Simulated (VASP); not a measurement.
Given:

```
Ta
1.0
   -1.65717     1.65717     1.65717
    1.65717    -1.65717     1.65717
    1.65717     1.65717    -1.65717
Ta
1
Direct
  0.00000   0.00000   0.00000
```

Calculation: optB88-vdW, VASP's PBE PAW potentials (set 64) (plane waves; VASP). Settings: 520 eV cut-off, Gaussian smearing of 0.050 eV, potentials Ta_pv.

Task: Give the energies of bands 4 to 8 at the high-symmetry points, in eV from the Fermi level.

Result: 
```
band      Γ      H      N      P
----  -----  -----  -----  -----
4     -7.80  -3.71  -4.30  -1.19
5      0.68  -3.71  -1.53  -1.19
6      0.68   6.66   1.68  -1.19
7      0.68   6.66   3.78   4.94
8      3.92   6.66   4.78   4.94
```

It has no gap at this level: it comes out as a metal or semimetal.

The compound is Ta in the bcc structure. It was relaxed first.
